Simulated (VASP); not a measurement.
VASP input:

**KPOINTS**
```
Automatic mesh
0
Gamma
16 16 16
0 0 0
```

INCAR:
```
EDIFF=1E-7
IVDW=13   # D4
LREAL=F
NEDOS=601   # DOS grid
ISIF=2
SYSTEM=HfN
LORBIT=11
PREC=Accurate
ALGO=Normal   # blocked Davidson
LASPH=T
ENCUT=520   # plane-wave cut-off (eV)
ISMEAR=-5
LWAVE=F
NELM=100
GGA=PE   # PBE
LMAXMIX=6
LCHARG=T
```

File POSCAR:
```
HfN
1
   -0.0000000000     2.2541361483     2.2541361483
    2.2541361483     0.0000000000     2.2541361483
    2.2541361483     2.2541361483    -0.0000000000
Hf N
1 1
Direct
  0.0000000000   0.0000000000   0.0000000000
  0.5000000000   0.5000000000   0.5000000000
```

POTCAR, in this order: Hf_pv N (PBE.64 set). Program: vasp_std.

Translate this PBE-D4 calculation to Ansatz.

One equivalent input (not run):
Ansatz 0.2 input:
```yaml
crystal:
  lattice:
    - [0.0000000, 2.2541361, 2.2541361]
    - [2.2541361, 0.0000000, 2.2541361]
    - [2.2541361, 2.2541361, 0.0000000]
  atoms:
    - { symbol: Hf, position: [0.0000000, 0.0000000, 0.0000000] }
    - { symbol: N, position: [0.5000000, 0.5000000, 0.5000000] }
kpoints:
  mp_grid: { grid: [16, 16, 16] }
hamiltonian:
  xc: pbe
  dispersion: d4
  pseudopotentials: { kind: paw }
scf:
  occupations: { method: tetrahedron }
  max_iter: 100
output: { forces: true, stress: true, eigenvalues: true }
```
The two are equivalent in intent, not identical: each code has its own PAW files, so the cut-off isn't converted (ENCUT is set for VASP's; basis.ecutwfc is left out, and Ansatz then takes the one that its files recommend); Ansatz stops its SCF on the density residual and VASP on the energy change (EDIFF).

The compound is HfN in the rock salt structure. It was relaxed first.
